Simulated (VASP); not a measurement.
# MgCdSeS: structure and properties in VASP, part 7 of 8

Aim: relax MgCdSeS, then compute properties on the relaxed cell. The cell is invented: it takes the structure of a Materials Project entry for ZnCdSeS (space group 156 there), with some of its atoms replaced by other elements, volume scaled by an estimate. It may not be a known or stable phase.

VASP 6.6.1, plane waves and PAW; the level of theory is named at each step.

So far, least gap on mesh and path (eV): step 5 (bands along the symmetry lines (PBE + D3(BJ)), PBE with D3(BJ)) 1.46; step 7 (band structure (PBE + D3(BJ) + SOC)) 1.34. The relaxed cell has a = 4.148, c = 6.786 Å (conventional setting).

## Step 11: Response to an electric field (PBE + D3(BJ))

Level of this step: PBE with D3(BJ); plane waves and PAW (Cd, Se, S, Mg); invented cell (VASP).

The response to a static field gives the electronic dielectric tensor and the Born charges. It needs tightly converged orbitals, hence the small EDIFF.

File INCAR:

```
SYSTEM = MgCdSeS
PREC = Accurate
ENCUT = 400
EDIFF = 1E-08
NELM = 100
ISMEAR = 0
SIGMA = 0.01
LREAL = .FALSE.
ALGO = Normal
GGA = PE
IVDW = 12
NBANDS = 19
LORBIT = 11
LWAVE = .FALSE.
LCHARG = .FALSE.
KPAR = 2
LEPSILON = .TRUE.
```

File POSCAR:

```
MgCdSeS
1.0
    4.1477180915     -0.0000000035      0.0000000000
   -2.0738595516      3.5920294095      0.0000000000
    0.0000000000      0.0000000000      6.7863525304
Cd Se S Mg
1 1 1 1
Direct
    0.0000000000      0.0000000000      0.5157483855
    0.3333333300      0.6666666700      0.3624382654
    0.0000000000      0.0000000000      0.8895062893
    0.3333333300      0.6666666700      0.9843070599
```

File KPOINTS:

```
Automatic mesh
0
Gamma
7 7 4
0 0 0
```

The projector-augmented-wave data sets are Cd, Se, S and Mg (PBE family, release 64).

Run with:

```sh
$ mpirun -np 2 vasp_std
```

Output:

```text
[... set-up lines as in an earlier step ...]
 entering main loop
       N       E                     dE             d eps       ncg     rms          rms(c)
DAV:   1     0.119251628287E+03    0.11925E+03   -0.98056E+03  1064   0.946E+02
DAV:   2    -0.756478207491E+01   -0.12682E+03   -0.12338E+03  1234   0.235E+02
DAV:   3    -0.146645006490E+02   -0.70997E+01   -0.70789E+01  1305   0.560E+01
DAV:   4    -0.147235703610E+02   -0.59070E-01   -0.59049E-01  1326   0.527E+00
DAV:   5    -0.147242586709E+02   -0.68831E-03   -0.68829E-03  1350   0.555E-01    0.784E+00
DAV:   6    -0.138013636094E+02    0.92290E+00   -0.20934E+00  1196   0.127E+01    0.632E+00
DAV:   7    -0.137634466847E+02    0.37917E-01   -0.70479E-01  1266   0.459E+00    0.324E+00
DAV:   8    -0.137687141481E+02   -0.52675E-02   -0.60334E-02  1162   0.261E+00    0.544E-01
DAV:   9    -0.137690523699E+02   -0.33822E-03   -0.10814E-02  1283   0.121E+00    0.114E-01
DAV:  10    -0.137694982130E+02   -0.44584E-03   -0.10239E-03  1180   0.306E-01    0.874E-02
DAV:  11    -0.137697329142E+02   -0.23470E-03   -0.25284E-04  1200   0.958E-02    0.315E-02
DAV:  12    -0.137697913321E+02   -0.58418E-04   -0.83904E-05  1227   0.575E-02    0.993E-03
DAV:  13    -0.137697961104E+02   -0.47783E-05   -0.10319E-05  1276   0.263E-02    0.576E-03
DAV:  14    -0.137697963560E+02   -0.24552E-06   -0.95813E-07  1285   0.932E-03    0.375E-03
DAV:  15    -0.137697966019E+02   -0.24597E-06   -0.56567E-07  1176   0.518E-03    0.103E-03
DAV:  16    -0.137697965885E+02    0.13476E-07   -0.28085E-08  1258   0.126E-03    0.656E-04
DAV:  17    -0.137697965856E+02    0.28876E-08   -0.15054E-08  1006   0.752E-04
   1 F= -.14951837E+02 E0= -.14951837E+02  d E =-.644991E-38
 Linear response reoptimize wavefunctions to high precision
DAV:   1    -0.137697965898E+02    0.11820E+01   -0.31285E-09  1118   0.452E-04
DAV:   2    -0.137697965898E+02   -0.73896E-10   -0.16793E-10   625   0.111E-04
 Linear response G [H, r] |phi>, progress :
  Direction:   1
       N       E                     dE             d eps       ncg     rms
RMM:   1    -0.115372088715E+03   -0.11537E+03    0.10191E+02  2233   0.792E+01
RMM:   2    -0.108108623538E+03    0.72635E+01   -0.10575E+01  1813   0.192E+01
RMM:   3    -0.108224103713E+03   -0.11548E+00   -0.25203E-01  1864   0.268E+00
RMM:   4    -0.108227473697E+03   -0.33700E-02   -0.60883E-03  1919   0.403E-01
RMM:   5    -0.108227539962E+03   -0.66265E-04   -0.21698E-04  1966   0.731E-02
RMM:   6    -0.108227545998E+03   -0.60367E-05   -0.13756E-05  2003   0.138E-02
RMM:   7    -0.108227545969E+03    0.29464E-07   -0.31203E-06  2016   0.272E-03
RMM:   8    -0.108227545907E+03    0.61301E-07   -0.50678E-06  1769   0.554E-04
RMM:   9    -0.108227545875E+03    0.32718E-07   -0.10012E-05  1494   0.142E-04
RMM:  10    -0.108227545809E+03    0.66024E-07   -0.18226E-06  1145   0.654E-05
RMM:  11    -0.108227545824E+03   -0.15655E-07    0.10214E-06  1007   0.552E-05
RMM:  12    -0.108227545826E+03   -0.13742E-08    0.59180E-07   989   0.546E-05
RMM:  13    -0.108227545826E+03    0.85635E-10    0.78081E-07   943   0.546E-05
RMM:  14    -0.108227545826E+03   -0.34365E-09    0.85258E-07   880   0.546E-05
 Linear response G [H, r] |phi>, progress :
  Direction:   2
       N       E                     dE             d eps       ncg     rms
RMM:   1    -0.116727884522E+03   -0.11673E+03    0.78750E+01  2205   0.791E+01
RMM:   2    -0.110359159411E+03    0.63687E+01   -0.10446E+01  1807   0.193E+01
RMM:   3    -0.110474549889E+03   -0.11539E+00   -0.24923E-01  1859   0.267E+00
RMM:   4    -0.110477957608E+03   -0.34077E-02   -0.59172E-03  1913   0.404E-01
RMM:   5    -0.110478013965E+03   -0.56357E-04   -0.23929E-04  1958   0.740E-02
RMM:   6    -0.110478016597E+03   -0.26318E-05   -0.44739E-06  2004   0.139E-02
RMM:   7    -0.110478017149E+03   -0.55177E-06   -0.10130E-07  2022   0.276E-03
RMM:   8    -0.110478017166E+03   -0.16990E-07   -0.16712E-06  1774   0.560E-04
RMM:   9    -0.110478017191E+03   -0.25472E-07   -0.45067E-06  1516   0.145E-04
RMM:  10    -0.110478017207E+03   -0.15623E-07    0.19334E-07  1146   0.654E-05
RMM:  11    -0.110478017229E+03   -0.22342E-07   -0.35529E-07  1030   0.553E-05
RMM:  12    -0.110478017230E+03   -0.69291E-09    0.19376E-07   997   0.547E-05
RMM:  13    -0.110478017230E+03   -0.62194E-09    0.45715E-07   960   0.547E-05
RMM:  14    -0.110478017229E+03    0.10023E-08    0.56281E-07   861   0.547E-05
 Linear response G [H, r] |phi>, progress :
  Direction:   3
       N       E                     dE             d eps       ncg     rms
RMM:   1    -0.117569082219E+03   -0.11757E+03    0.95409E+01  2267   0.805E+01
RMM:   2    -0.108931804904E+03    0.86373E+01   -0.12801E+01  1836   0.205E+01
RMM:   3    -0.109056301244E+03   -0.12450E+00   -0.31516E-01  1847   0.304E+00
RMM:   4    -0.109059249036E+03   -0.29478E-02   -0.73554E-03  1918   0.440E-01
RMM:   5    -0.109059321174E+03   -0.72138E-04   -0.17583E-04  1948   0.777E-02
RMM:   6    -0.109059331355E+03   -0.10181E-04    0.53976E-06  1994   0.143E-02
RMM:   7    -0.109059332733E+03   -0.13779E-05    0.25878E-06  2018   0.279E-03
RMM:   8    -0.109059332919E+03   -0.18574E-06    0.33731E-06  1784   0.569E-04
RMM:   9    -0.109059332965E+03   -0.46534E-07   -0.55687E-06  1487   0.152E-04
RMM:  10    -0.109059333006E+03   -0.40528E-07    0.42171E-06  1178   0.715E-05
RMM:  11    -0.109059333012E+03   -0.62699E-08    0.16668E-07  1010   0.601E-05
RMM:  12    -0.109059333011E+03    0.15497E-08    0.74467E-07   993   0.596E-05
RMM:  13    -0.109059333007E+03    0.40876E-08    0.42377E-06   960   0.596E-05
RMM:  14    -0.109059333008E+03   -0.12653E-08    0.24480E-06   870   0.596E-05
 Linear response to external field (no local field effect), progress :
  Direction:   1
       N       E                     dE             d eps       ncg     rms          rms(c)
RMM:   1    -0.128442883487E+01   -0.12844E+01   -0.52235E+00  2067   0.386E+00
RMM:   2    -0.135222857141E+01   -0.67800E-01   -0.28984E-02  1824   0.709E-01
RMM:   3    -0.135270721214E+01   -0.47864E-03   -0.77945E-04  1863   0.927E-02
RMM:   4    -0.135272545454E+01   -0.18242E-04   -0.26062E-05  1910   0.165E-02
RMM:   5    -0.135272588781E+01   -0.43327E-06   -0.18254E-06  1917   0.296E-03
RMM:   6    -0.135272588667E+01    0.11409E-08   -0.26680E-07  1619   0.591E-04
RMM:   7    -0.135272588011E+01    0.65569E-08   -0.31477E-07  1300   0.132E-04
RMM:   8    -0.135272587922E+01    0.88727E-09   -0.19875E-06   974   0.479E-05
RMM:   9    -0.135272587334E+01    0.58817E-08    0.18722E-07   929   0.399E-05
RMM:  10    -0.135272585828E+01    0.15063E-07    0.16310E-08   901   0.390E-05
RMM:  11    -0.135272585826E+01    0.14393E-10    0.82140E-08   891   0.390E-05
 change of polarisation eV/A/(eV/A) component  1 :     2.705    -0.697    -0.111
 dielectric tensor                  component  1 :     5.842    -1.248    -0.198
 Linear response to external field (no local field effect), progress :
  Direction:   2
       N       E                     dE             d eps       ncg     rms          rms(c)
RMM:   1    -0.140390204816E+01   -0.14039E+01   -0.58522E+00  2048   0.391E+00
RMM:   2    -0.148056606254E+01   -0.76664E-01   -0.30875E-02  1849   0.720E-01
RMM:   3    -0.148102046272E+01   -0.45440E-03   -0.81053E-04  1872   0.933E-02
RMM:   4    -0.148103744195E+01   -0.16979E-04   -0.25744E-05  1904   0.162E-02
RMM:   5    -0.148103774643E+01   -0.30448E-06   -0.20464E-06  1923   0.289E-03
RMM:   6    -0.148103772508E+01    0.21356E-07   -0.25556E-07  1645   0.565E-04
RMM:   7    -0.148103771658E+01    0.84976E-08   -0.14892E-07  1283   0.125E-04
RMM:   8    -0.148103771443E+01    0.21492E-08   -0.62044E-07   977   0.464E-05
RMM:   9    -0.148103771289E+01    0.15419E-08   -0.52398E-07   927   0.391E-05
RMM:  10    -0.148103771277E+01    0.11942E-09   -0.10857E-07   917   0.380E-05
RMM:  11    -0.148103771262E+01    0.14282E-09    0.12508E-08   905   0.379E-05
 change of polarisation eV/A/(eV/A) component  2 :    -0.697     2.962    -0.204
 dielectric tensor                  component  2 :    -1.248     6.301    -0.364
 Linear response to external field (no local field effect), progress :
  Direction:   3
       N       E                     dE             d eps       ncg     rms          rms(c)
RMM:   1    -0.132992690861E+01   -0.13299E+01   -0.52250E+00  2025   0.388E+00
RMM:   2    -0.137697063683E+01   -0.47044E-01   -0.30382E-02  1852   0.744E-01
RMM:   3    -0.137740079916E+01   -0.43016E-03   -0.64629E-04  1853   0.948E-02
RMM:   4    -0.137741368751E+01   -0.12888E-04   -0.19648E-05  1892   0.161E-02
RMM:   5    -0.137741409201E+01   -0.40450E-06   -0.66373E-07  1912   0.280E-03
RMM:   6    -0.137741411970E+01   -0.27698E-07    0.61320E-09  1692   0.531E-04
RMM:   7    -0.137741412198E+01   -0.22790E-08   -0.75993E-09  1256   0.112E-04
 change of polarisation eV/A/(eV/A) component  3 :    -0.111    -0.203     2.755
 dielectric tensor                  component  3 :    -0.198    -0.364     5.930
 Linear response to external field, progress :
  Direction:   1
       N       E                     dE             d eps       ncg     rms          rms(c)
RMM:   1    -0.134442880830E+01   -0.13444E+01   -0.55405E+00  7252   0.389E+00
RMM:   2    -0.141638345506E+01   -0.71955E-01   -0.29575E-02  6444   0.712E-01    0.208E+00
RMM:   3    -0.134080749975E+01    0.75576E-01   -0.11550E-01  6438   0.134E+00    0.108E+00
RMM:   4    -0.138831946931E+01   -0.47512E-01   -0.87682E-02  6555   0.124E+00    0.299E-01
RMM:   5    -0.143055950220E+01   -0.42240E-01   -0.47769E-03  6556   0.379E-01    0.569E-02
RMM:   6    -0.143287015588E+01   -0.23107E-02   -0.28859E-04  6708   0.704E-02    0.282E-02
RMM:   7    -0.143637874622E+01   -0.35086E-02   -0.28086E-04  6346   0.408E-02    0.596E-03
RMM:   8    -0.143680940833E+01   -0.43066E-03    0.83162E-06  6885   0.110E-02    0.249E-03
RMM:   9    -0.143692305896E+01   -0.11365E-03    0.23325E-06  6273   0.498E-03    0.751E-04
RMM:  10    -0.143694701849E+01   -0.23960E-04   -0.17724E-05  6993   0.129E-03    0.220E-04
RMM:  11    -0.143694304685E+01    0.39716E-05    0.18742E-06  6771   0.522E-04    0.663E-05
RMM:  12    -0.143694306874E+01   -0.21890E-07    0.13420E-06  6930   0.142E-04    0.266E-05
RMM:  13    -0.143694185979E+01    0.12089E-05    0.37058E-06  5656   0.701E-05    0.103E-05
RMM:  14    -0.143694170356E+01    0.15623E-06    0.38950E-06  4294   0.448E-05    0.348E-06
 change of polarisation eV/A/(eV/A) component  1 :     2.613    -0.000     0.000
 dielectric tensor                  component  1 :     5.676    -0.000     0.000
 Linear response to external field, progress :
  Direction:   2
       N       E                     dE             d eps       ncg     rms          rms(c)
RMM:   1    -0.134408476093E+01   -0.13441E+01   -0.55371E+00  4380   0.386E+00
RMM:   2    -0.141637786372E+01   -0.72293E-01   -0.29964E-02  3928   0.714E-01    0.207E+00
RMM:   3    -0.134089592025E+01    0.75482E-01   -0.11601E-01  3913   0.134E+00    0.108E+00
RMM:   4    -0.138841216906E+01   -0.47516E-01   -0.88239E-02  3968   0.124E+00    0.298E-01
RMM:   5    -0.143049312219E+01   -0.42081E-01   -0.47162E-03  3976   0.377E-01    0.553E-02
RMM:   6    -0.143319168982E+01   -0.26986E-02   -0.26044E-04  4053   0.753E-02    0.270E-02
RMM:   7    -0.143636095679E+01   -0.31693E-02   -0.29583E-06  3876   0.378E-02    0.584E-03
RMM:   8    -0.143683108867E+01   -0.47013E-03   -0.42753E-06  4163   0.113E-02    0.247E-03
RMM:   9    -0.143692282201E+01   -0.91733E-04    0.22811E-06  3851   0.464E-03    0.688E-04
RMM:  10    -0.143695114388E+01   -0.28322E-04    0.85626E-06  4119   0.128E-03    0.207E-04
RMM:  11    -0.143694472385E+01    0.64200E-05    0.40657E-06  4181   0.448E-04    0.677E-05
RMM:  12    -0.143694422966E+01    0.49420E-06    0.24642E-06  3901   0.139E-04    0.232E-05
RMM:  13    -0.143694397515E+01    0.25451E-06    0.16055E-06  2884   0.586E-05    0.100E-05
RMM:  14    -0.143694360915E+01    0.36599E-06    0.14374E-06  2172   0.412E-05    0.276E-06
 change of polarisation eV/A/(eV/A) component  2 :    -0.491     2.613    -0.000
 dielectric tensor                  component  2 :    -0.879     5.676    -0.000
 Linear response to external field, progress :
  Direction:   3
       N       E                     dE             d eps       ncg     rms          rms(c)
RMM:   1    -0.132992690861E+01   -0.13299E+01   -0.52250E+00  2025   0.388E+00
RMM:   2    -0.137697063563E+01   -0.47044E-01   -0.30382E-02  1854   0.744E-01    0.212E+00
RMM:   3    -0.126690388325E+01    0.11007E+00   -0.15425E-01  1773   0.153E+00    0.110E+00
RMM:   4    -0.130079935322E+01   -0.33895E-01   -0.82577E-02  1819   0.119E+00    0.369E-01
RMM:   5    -0.133696560211E+01   -0.36166E-01   -0.40278E-03  1792   0.367E-01    0.136E-01
RMM:   6    -0.134834236187E+01   -0.11377E-01   -0.31076E-04  1824   0.122E-01    0.578E-02
RMM:   7    -0.135393158782E+01   -0.55892E-02   -0.11318E-04  1848   0.593E-02    0.229E-02
RMM:   8    -0.135494151798E+01   -0.10099E-02   -0.22044E-05  1830   0.215E-02    0.433E-03
RMM:   9    -0.135514546877E+01   -0.20395E-03    0.21483E-06  1897   0.553E-03    0.138E-03
RMM:  10    -0.135514541674E+01    0.52024E-07    0.17897E-06  1775   0.258E-03    0.553E-04
RMM:  11    -0.135513844873E+01    0.69680E-05    0.15433E-06  1923   0.878E-04    0.251E-04
RMM:  12    -0.135514054739E+01   -0.20987E-05    0.15287E-07  1794   0.464E-04    0.785E-05
RMM:  13    -0.135513603470E+01    0.45127E-05    0.45089E-07  1548   0.110E-04    0.291E-05
RMM:  14    -0.135513463717E+01    0.13975E-05    0.14720E-08  1217   0.644E-05    0.562E-06
 change of polarisation eV/A/(eV/A) component  3 :    -0.109    -0.200     2.456
 dielectric tensor                  component  3 :    -0.195    -0.357     5.395
 Born effective charges drift removed
```

The job ended after 7.3 min (2 MPI ranks of AMD EPYC 7R43, shared host; peak memory 0.85 GiB; 14 min of CPU time).

From OUTCAR (step 11):

```text
   k-points           NKPTS =     28   k-points in BZ     NKDIM =     28   number of bands    NBANDS=     19

   NELECT =      26.0000    total number of electrons

  Total       0.00628     0.00628    -0.03384    -0.00000    -0.00000     0.00000
  in kB       0.09946     0.09946    -0.53627    -0.00000    -0.00000     0.00000
  external pressure =       -0.11 kB  Pullay stress =        0.00 kB

 POSITION                                       TOTAL-FORCE (eV/Angst)
 -----------------------------------------------------------------------------------
      0.00000      0.00000      3.50005         0.000000     -0.000000      0.003544
     -0.00000      2.39469      2.45963         0.000000      0.000000     -0.000240
      0.00000      0.00000      6.03650        -0.000000      0.000000      0.005763
     -0.00000      2.39469      6.67985        -0.000000      0.000000     -0.009066
 -----------------------------------------------------------------------------------
    total drift:                                0.000014     -0.000001      0.000151

 Edisp (eV)   -1.18204

 Edisp (eV)   -1.18204

 MACROSCOPIC STATIC DIELECTRIC TENSOR (including local field effects in DFT)
 ------------------------------------------------------
           5.676366    -0.000001     0.000000
          -0.000001     5.676367    -0.000000
           0.000000     0.000000     5.395185
 ------------------------------------------------------

 PIEZOELECTRIC TENSOR (including local field effects)  for field in x, y, z        (C/m^2)
          XX          YY          ZZ          XY          YZ          ZX
  --------------------------------------------------------------------------------
  x    -0.00000     0.00000     0.00000     0.04781    -0.00000     0.31369
  y     0.04781    -0.04781     0.00000     0.00000     0.31369    -0.00000
  z     0.27352     0.27352    -0.52523    -0.00000     0.00000    -0.00000

 BORN EFFECTIVE CHARGES (including local field effects) (in |e|, cummulative output)
 ---------------------------------------------------------------------------------
 ion    1
    1     2.13374    -0.00000     0.00000
    2    -0.00000     2.13374    -0.00000
    3     0.00000     0.00000     1.95272
 ion    2
    1    -2.07289     0.00000    -0.00000
    2     0.00000    -2.07289     0.00000
    3    -0.00000     0.00000    -2.01135
 ion    3
    1    -1.91697     0.00000     0.00000
    2     0.00000    -1.91697     0.00000
    3     0.00000     0.00000    -2.18424
 ion    4
    1     1.85611    -0.00000     0.00000
    2    -0.00000     1.85611     0.00000
    3     0.00000     0.00000     2.24287

[... 6 parts as in an earlier step ...]

[... 4 further parts left out ...]
```

Energies printed during the response cycles are not total energies of the cell. The dielectric response converges more slowly with the mesh than energies do, so tensor and charges may still move on a finer one.

Numbers from this step:

| Quantity | Value |
| --- | --- |
| irreducible k-points | 28 |
| Fermi energy | 1.649 eV |
| pressure | -0.01124 GPa |
| gap on the k-mesh | 1.457 eV |
| least direct gap on the k-mesh | 1.457 eV |

Electronic dielectric tensor with local fields:

```
5.68 0.00 0.00
0.00 5.68 0.00
0.00 0.00 5.40
```

Born effective charge (e), principal values of the symmetric part by kind of site:

| atom | atoms with these values | low | middle | high | mean |
| --- | --- | --- | --- | --- | --- |
| Cd1 | 1 | 1.95 | 2.13 | 2.13 | 2.07 |
| Se2 | 1 | -2.07 | -2.07 | -2.01 | -2.05 |
| S3 | 1 | -2.18 | -1.92 | -1.92 | -2.01 |
| Mg4 | 1 | 1.86 | 1.86 | 2.24 | 1.99 |

In full for S3:

```
-1.92  0.00  0.00
 0.00 -1.92  0.00
 0.00  0.00 -2.18
```

Piezoelectric tensor with clamped ions (C/m²), by row:

| field | xx | yy | zz | xy | yz | zx |
| --- | --- | --- | --- | --- | --- | --- |
| x | 0 | 0 | 0 | 0.04781 | 0 | 0.3137 |
| y | 0.04781 | -0.04781 | 0 | 0 | 0.3137 | 0 |
| z | 0.2735 | 0.2735 | -0.5252 | 0 | 0 | 0 |

The Born charges sum to zero; the printed set may have that rule imposed, so this is no test.

(Continued in part 8 of 8.)

[Lines on the potential files, build, host, timing and source positions are cut from VASP's logs without a mark.]

[Logs are printed without paths, hosts, clocks, repeated set-up lines and the standing remarks that a program may print on its own settings, such as how far it seeks lower states.]

[Hosts, paths, dates, database ids (printed as entryN), source tags and the programs' standing remarks are cut or masked in the printed files.]

[A measured line is paired with the nearest computed mode of its activity, which favours agreement.]
